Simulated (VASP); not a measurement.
A VASP calculation is set up with these files.

INCAR:
```
SYSTEM = GeSb
PREC = Accurate; ENCUT = 400; LREAL = .FALSE.
LASPH = .TRUE.
EDIFF = 1E-6; NELM = 100; ALGO = Normal
LMAXMIX = 4
ISMEAR = 1; SIGMA = 0.1
GGA = PS
IBRION = 2; NSW = 60; ISIF = 3
EDIFFG = -0.01
LWAVE = .FALSE.; LCHARG = .FALSE.
```

KPOINTS:
```
Automatic mesh
0
Gamma
11 11 6
0 0 0
```

### POSCAR
```
GeSb
1.0
  2.9007259302   0.0000000000   0.0000000000
  0.0000000000   2.9007259302   0.0000000000
  0.0000000000   0.0000000000   5.7895690385
Ge Sb
1 1
Cartesian
  0.0000000000   0.0000000000   0.0000000000
  0.0000000000   0.0000000000   2.8947845192
```

POTCAR, in this order: Ge_d Sb (PBE.64 set). Program: vasp_std.

Translate this PBEsol calculation to Quantum ESPRESSO's pw.x.

One equivalent input (not run):
```
&CONTROL
  calculation = 'vc-relax'
  pseudo_dir = './pseudo'
  outdir = './out'
  tprnfor = .true.
  tstress = .true.
  nstep = 60
  forc_conv_thr = 0.00039
/
&SYSTEM
  ibrav = 0
  nat = 2
  ntyp = 2
  ecutwfc = 80
  occupations = 'smearing'
  smearing = 'methfessel-paxton'
  degauss = 0.00735
  input_dft = 'pbesol'
/
&ELECTRONS
  conv_thr = 7.3e-08
  electron_maxstep = 100
/
&IONS
/
&CELL
/
ATOMIC_SPECIES
  Ge 72.630 Ge.upf
  Sb 121.760 Sb.upf
CELL_PARAMETERS angstrom
     2.9007259    0.0000000    0.0000000
     0.0000000    2.9007259    0.0000000
     0.0000000    0.0000000    5.7895690
ATOMIC_POSITIONS crystal
  Ge   0.0000000  0.0000000  0.0000000
  Sb   0.0000000  0.0000000  0.5000000
K_POINTS automatic
  11 11 6 0 0 0
```
What does not carry over: the potentials are each code's own (VASP's PAW set, PseudoDojo norm-conserving files in pw.x), so ENCUT and ecutwfc are chosen apart and not converted; conv_thr bounds pw.x's estimated SCF error, while EDIFF bounds the energy change between steps; forc_conv_thr acts on force components and is met together with etot_conv_thr.

The structure comes from a computed database's GeSb entry (P4/mmm); how it stands against other phases isn't given here. It was relaxed first. The start is the result of an earlier pass.
